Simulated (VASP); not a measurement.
Calculation: PBE GGA with D3 dispersion (zero damping), VASP's PBE PAW potentials (set 64) (plane waves; VASP).

Input for VASP

### INCAR
```
ALGO = Normal
EDIFF = 1E-7
EDIFFG = -0.01
ENCUT = 520
GGA = PE
IBRION = 2
ISIF = 4
ISMEAR = 0
IVDW = 11
LASPH = .TRUE.
LCHARG = .FALSE.
LMAXMIX = 4
LREAL = .FALSE.
LWAVE = .FALSE.
NELM = 100
NSW = 30
PREC = Accurate
SIGMA = 0.05
SYSTEM = PbO2
```

### POSCAR
```
PbO2
1
    5.1362338777     0.0000000000     0.0000000000
    0.0000000000     5.1362338777     0.0000000000
    0.0000000000     0.0000000000     3.5127310409
Pb O
2 4
Direct
  0.0000000000   1.0000000000   0.0000000000
  0.5000000000   0.5000000000   0.5000000000
  0.3074297777   0.3074297777   0.0000000000
  0.8074297777   0.1925702223   0.5000000000
  0.1925702223   0.8074297777   0.5000000000
  0.6925702223   0.6925702223   1.0000000000
```

File KPOINTS:
```
kpoints
0
gamma
  5 5 7
0 0 0
```

POTCAR, in this order: Pb_d O (PBE.64 set). Program: vasp_std.

Q: What will the output report for the number of irreducible k-points (NKPTS), largest plane-wave count, number of space-group operations, FFT grid (NGX, NGY, NGZ)?

A: 
```json
{
 "number of irreducible k-points (NKPTS)": "24",
 "largest_plane_wave_count": "2527",
 "number_of_space_group_operations": "16",
 "FFT grid (NGX, NGY, NGZ)": "40 × 40 × 28"
}
```

The compound is PbO2 in the rutile structure. This cell is one point of a volume scan, at 1.06 of the reference volume. Symmetry was kept, so distortions that lower it aren't found.
